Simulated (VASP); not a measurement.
# BiAs (R-3m) in VASP: single point with PBE

Aim: the single point of BiAs with PBE.

Everything below comes from runs of VASP 6.6.1. Logs are shortened: lines on timing, memory, paths and dates and some standing lists are left out, and cuts for length are marked.

## (1) The crystal as given

The structure is trigonal, space group R-3m (No. 166). The conventional cell has a = 4.070 Å, b = 4.070 Å, c = 10.958 Å, α = 90.00°, β = 90.00°, γ = 120.00°. As (site symmetry -3m) has 6 Bi at 2.98 Å as nearest neighbours. Bi (site symmetry -3m) has 6 As at 2.98 Å as nearest neighbours.

The cell was built by a generator and needn't be a form met in nature.

## (2) Single point, PBE

Input file INCAR:

```
ALGO = Fast
EDIFF = 1E-7
ENCUT = 520
GGA = PE
ISIF = 2
ISMEAR = -1
LASPH = T
LCHARG = T
LELF = T
LREAL = F
LVHAR = T
LWAVE = F
NBANDS = 17
NELM = 60
PREC = Accurate
SIGMA = 0.1
```

Input file KPOINTS:

```
k-points
0
Gamma
  10 10 10
```

Input file POSCAR:

```
BiAs
1.0
    2.0352020000      3.5250680000      0.0000000000
   -2.0352020000      3.5250680000      0.0000000000
    0.0000000000     -2.3500450000      3.6526250000
As Bi
1 1
Direct
    0.0000000000      0.0000000000      0.0000000000
    0.5000000000      0.5000000000      0.5000000000
```

Potentials or basis: VASP PAW PBE potentials, release 64 (As, Bi_d).

The run is started by

```bash
cat potpaw_PBE.64/As/POTCAR potpaw_PBE.64/Bi_d/POTCAR > POTCAR
mpirun -np 1 vasp_std > vasp.out
```

OUTCAR:

```text
EDIFF = 1E-7
   ENCUT = 520
   GGA = PE
   ISIF = 2
   ISMEAR = -1
   LASPH = T
   LREAL = F
   NELM = 60
   PREC = Accurate

 ion  position               nearest neighbor table
   1  0.000  0.000  0.000-   2 2.98   2 2.98   2 2.98   2 2.98   2 2.98   2 2.98
   2  0.500  0.500  0.500-   1 2.98   1 2.98   1 2.98   1 2.98   1 2.98   1 2.98

  LATTYP: Found a trigonal (rhomboedric) cell.
 ALAT       =     4.3433162010
 COS(alpha) =     0.5608608657

  Lattice vectors:

 A1 = (   2.0352020000,   1.1750230000,   3.6526250000)
 A2 = (  -2.0352020000,   1.1750230000,   3.6526250000)
 A3 = (   0.0000000000,  -2.3500450000,   3.6526250000)

Analysis of symmetry for initial positions (statically):
=====================================================================
 Subroutine PRICEL returns:
 Original cell was already a primitive cell.

 Routine SETGRP: Setting up the symmetry group for a
 trigonal (rhombohedral) supercell.

 Subroutine GETGRP returns: Found 12 space group operations
 (whereof 12 operations were pure point group operations)
 out of a pool of 12 trial point group operations.

The static configuration has the point symmetry D_3d.

Analysis of symmetry for dynamics (positions and initial velocities):
=====================================================================
 Subroutine PRICEL returns:
 Original cell was already a primitive cell.

 Routine SETGRP: Setting up the symmetry group for a
 trigonal (rhombohedral) supercell.

 Subroutine GETGRP returns: Found 12 space group operations
 (whereof 12 operations were pure point group operations)
 out of a pool of 12 trial point group operations.

The dynamic configuration has the point symmetry D_3d.

 Subroutine INISYM returns: Found 12 space group operations
 (whereof 12 operations are pure point group operations),
 and found     1 'primitive' translations

----------------------------------------------------------------------------------------

                                     Primitive cell

  volume of cell :      52.4095

  direct lattice vectors                    reciprocal lattice vectors
[... 79 lines left out ...]
   ISTART =      0    job   : 0-new  1-cont  2-samecut
   ICHARG =      2    charge: 1-file 2-atom 10-const
   ISPIN  =      1    spin polarized calculation?
   LNONCOLLINEAR =      F non collinear calculations
   LSORBIT =      F    spin-orbit coupling
   LASPH  =      T    aspherical Exc in radial PAW
   ENCUT  =  520.0 eV  38.22 Ry    6.18 a.u.   7.57  7.57  8.08*2*pi/ulx,y,z
   NELM   =     60;   NELMIN=  2; NELMDL= -5     # of ELM steps
   EDIFF  = 0.1E-06   stopping-criterion for ELM
   LREAL  =      F    real-space projection
   EDIFFG = 0.1E-05   stopping-criterion for IOM
   NSW    =      0    number of steps for IOM
   IBRION =     -1    ionic relax: 0-MD 1-quasi-New 2-CG
   NFREE  =      0    steps in history (QN), initial steepest desc. (CG)
   ISIF   =      2    stress and relaxation
   ISYM   =      2    0-nonsym 1-usesym 2-fastsym
   POTIM  = 0.5000    time-step for ionic-motion
   TEBEG  =    0.0;   TEEND  =   0.0 temperature during run
   PSTRESS=    0.0 pullay stress
   NELECT =      20.0000    total number of electrons
   NUPDOWN=      -1.0000    fix difference up-down
   EMIN   =  10.00;   EMAX   =-10.00  energy-range for DOS
   EFERMI =   0.00;   METHOD = LEGACY
   ISMEAR =    -1;   SIGMA  =   0.10  broadening in eV -4-tet -1-fermi 0-gaus
   EFERMI_NEDOS =   21; number of points for ismear=-14 and -15
   IALGO  =     68    algorithm
   IMIX   =      4    mixing-type and parameters
     AMIX     =   0.40;   BMIX     =  1.00
     AMIX_MAG =   1.60;   BMIX_MAG =  1.00
  volume/ion in A,a.u.               =      26.20       176.84
  Fermi-wavevector in a.u.,A,eV,Ry     =   1.187449  2.243952 19.184678  1.410034
  Thomas-Fermi vector in A             =   2.323600
   LORBIT       =      0    0 simple, 1 ext, 2 COOP (PROOUT), +10 PAW based schemes
   GGA     = PE    functional components
   LHFCALC =     F    Hartree Fock is set to
   AEXX    =    0.0000 exact exchange contribution
   IVDW    =     0    specifies the selected vdW correction
   LEPSILON=     F    determine dielectric tensor
   LRPA    =     F    only Hartree local field effects (RPA)
 non-spin polarized calculation
 RMM-DIIS sequential band-by-band and
  energy-cutoff  :      520.00
  volume of cell :       52.41
 maximum number of plane-waves:      1432
   NGX = 15   NGY = 15   NGZ = 17

 number of electron      19.9999999 magnetization

 Free energy of the ion-electron system (eV)
  ---------------------------------------------------
  ext. energy  EPLUGINS =         0.00000000
  ---------------------------------------------------
  free energy    TOTEN  =        -8.46753095 eV

  energy without entropy =       -8.44427879  energy(sigma->0) =       -8.45590487

 E-fermi :   6.6649     XC(G=0): -10.1347

 val. band max:        6.6617439098   @ k =   0.4000   0.0000  -0.0000
 cond. band min:       6.6698957971   @ k =   0.0000   0.0000   0.4000
 fundamental gap:      0.0081518873
 Fermi energy:         6.6649361079

 k-point     1 :       0.0000    0.0000    0.0000
  band No.  band energies     occupation
      1     -16.3612      2.00000
      2     -16.3612      2.00000
      3     -16.3582      2.00000
      4     -16.3480      2.00000
      5     -16.3480      2.00000
      6      -7.2544      2.00000
[... 457 lines left out ...]
      4     -16.3341      2.00000
      5     -16.3302      2.00000
      6      -5.4558      2.00000
[... 9 lines left out ...]
     16      16.9466      0.00000
     17      17.5769      0.00000

 [... further k-points ...]

------------------------ aborting loop because EDIFF is reached ----------------------------------------

  FORCE on cell =-STRESS in cart. coord.  units (eV):
  Direction    XX          YY          ZZ          XY          YZ          ZX
  --------------------------------------------------------------------------------------
  -------------------------------------------------------------------------------------
  Total        1.3814141      1.3814099      0.1742404     -0.0000000      0.0000000      0.0000000
  in kB       42.2303185     42.2301923      5.3265909     -0.0000000      0.0000005      0.0000000
  external PRESSURE =      29.9290339 kB  Pullay stress =       0.0000000 kB

 VOLUME and BASIS-vectors are now :
 -----------------------------------------------------------------------------
  energy-cutoff  :      520.00
  volume of cell :       52.41
      direct lattice vectors                 reciprocal lattice vectors
     2.035202000  3.525068000  0.000000000     0.245675859  0.141841235  0.091258557
    -2.035202000  3.525068000  0.000000000    -0.245675859  0.141841235  0.091258557
     0.000000000 -2.350045000  3.652625000     0.000000000  0.000000000  0.273775709

 POSITION                                       TOTAL-FORCE (eV/Angst)
 -----------------------------------------------------------------------------------
      0.00000      0.00000      0.00000         0.000000     -0.000000      0.000000
      0.00000      2.35005      1.82631        -0.000000      0.000000      0.000000
 -----------------------------------------------------------------------------------
    total drift:                               -0.000000      0.000000      0.000000

  FREE ENERGIE OF THE ION-ELECTRON SYSTEM (eV)
  ---------------------------------------------------
  free  energy   TOTEN  =        -8.4675309495 eV

  energy  without entropy=       -8.4442787932  energy(sigma->0) =       -8.45590487
```

OSZICAR:

```text
N       E                     dE             d eps       ncg     rms          rms(c)
DAV:   1     0.144891328167E+03    0.14489E+03   -0.10588E+04  3952   0.129E+03
DAV:   2     0.165039426697E+01   -0.14324E+03   -0.13957E+03  4235   0.326E+02
DAV:   3    -0.838980702127E+01   -0.10040E+02   -0.99270E+01  4901   0.864E+01
DAV:   4    -0.863806437875E+01   -0.24826E+00   -0.24799E+00  4959   0.145E+01
DAV:   5    -0.864577913066E+01   -0.77148E-02   -0.77143E-02  5435   0.240E+00    0.233E+00
RMM:   6    -0.846528608420E+01    0.18049E+00   -0.20961E-01  4769   0.292E+00    0.118E+00
RMM:   7    -0.846645499328E+01   -0.11689E-02   -0.35746E-02  5337   0.120E+00    0.632E-01
RMM:   8    -0.846754255551E+01   -0.10876E-02   -0.52343E-03  5273   0.882E-01    0.984E-02
RMM:   9    -0.846752490531E+01    0.17650E-04   -0.26690E-03  5050   0.373E-01    0.558E-02
RMM:  10    -0.846752124029E+01    0.36650E-05   -0.51711E-04  5730   0.220E-01    0.209E-02
RMM:  11    -0.846753044005E+01   -0.91998E-05   -0.11431E-04  6836   0.809E-02    0.355E-03
RMM:  12    -0.846753144638E+01   -0.10063E-05   -0.97593E-06  5922   0.276E-02    0.319E-03
RMM:  13    -0.846753091210E+01    0.53428E-06   -0.24554E-06  6112   0.132E-02    0.154E-03
RMM:  14    -0.846753094953E+01   -0.37436E-07   -0.49680E-07  4897   0.559E-03
   1 F= -.84675309E+01 E0= -.84559049E+01  d E =-.232522E-01
```

stdout:

```text
POSCAR found type information on POSCAR AsBi
 POSCAR found :  2 types and       2 ions
 scaLAPACK will be used
 LDA part: xc-table for (Slater+PW92), standard interpolation
 POSCAR, INCAR and KPOINTS ok, starting setup
 FFT: planning ... GRIDC
 FFT: planning ... GRID_SOFT
 FFT: planning ... GRID
 WAVECAR not read
 entering main loop
```

Wall time 56 s (1 thread of AMD EPYC 9R45 (Zen 5), shared host); peak memory 0.21 GiB.

What came out:

```yaml
Free_energy: -8.4675 eV
Pressure: 3.0 GPa
Band_gap_on_the_k_mesh: none (metal or under the smearing width)
```

Stress tensor (GPa, compression positive):
```
4.22 0.00 0.00
0.00 4.22 0.00
0.00 0.00 0.53
```

Levels at points of the mesh, in eV from the Fermi level:
| k point | band 6 | band 7 | band 8 | band 9 | band 10 | band 11 | band 12 | band 13 | band 14 | band 15 |
| --- | --- | --- | --- | --- | --- | --- | --- | --- | --- | --- |
| (0.00, 0.00, 0.00) | -13.92 | -6.36 | -2.36 | -1.19 | -1.19 | 3.78 | 3.78 | 4.16 | 5.11 | 6.28 |
| (0.50, 0.00, 0.00) | -11.22 | -10.86 | -1.07 | -0.73 | -0.58 | -0.05 | 0.14 | 0.16 | 8.42 | 8.68 |
| (0.50, 0.50, 0.00) | -11.41 | -8.88 | -5.83 | -3.95 | -3.20 | 2.81 | 5.52 | 5.71 | 7.22 | 10.79 |
| (0.00, 0.00, 0.50) | -11.60 | -11.12 | -0.30 | -0.30 | 0.50 | 0.60 | 0.63 | 0.63 | 8.68 | 9.27 |

Caveat: spin-orbit coupling is left out, which moves the levels of the heavy elements.
